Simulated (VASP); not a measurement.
Given:

```yaml
crystal:
  lattice:
    - [1.90032, -3.29145, 0.00000]
    - [1.90032, 3.29145, 0.00000]
    - [0.00000, 0.00000, 6.18544]
  atoms:
    - { symbol: Zr, position: [0.00000, 0.00000, 0.00000] }
    - { symbol: Se, position: [0.33333, 0.66667, 0.25648] }
    - { symbol: Se, position: [0.66667, 0.33333, 0.74352] }
```

The numbers are results of optB88-vdW, VASP's PBE PAW potentials (set 64) (plane waves; VASP 6.6.1), not measurements. Numerical set-up: 520 eV cut-off, Gaussian smearing of 0.050 eV, potentials Zr_sv Se.

Give the energies of bands 7 to 15 at the high-symmetry points, in eV from the valence-band maximum.

```
band      Γ      M      K      A      L      H
----  -----  -----  -----  -----  -----  -----
7     -4.68  -4.53  -3.73  -3.48  -4.62  -3.67
8     -2.62  -2.90  -3.51  -2.56  -3.62  -3.67
9     -2.62  -2.68  -3.51  -2.56  -2.64  -3.28
10    -0.06  -2.44  -2.32  -2.19  -2.55  -2.44
11    -0.06  -2.21  -2.32  -0.26  -1.00  -2.03
12     0.00  -1.37  -1.75  -0.26  -0.97  -2.03
13     1.01   0.48   1.70   0.98   0.28   1.75
14     1.01   2.42   2.48   0.98   2.42   2.06
15     1.42   2.79   2.48   1.82   2.77   2.06
```

The gap is indirect, 0.28 eV, from the valence maximum at Γ to the conduction minimum at L.

The compound is ZrSe2 in the 1T layered structure. It was relaxed first.
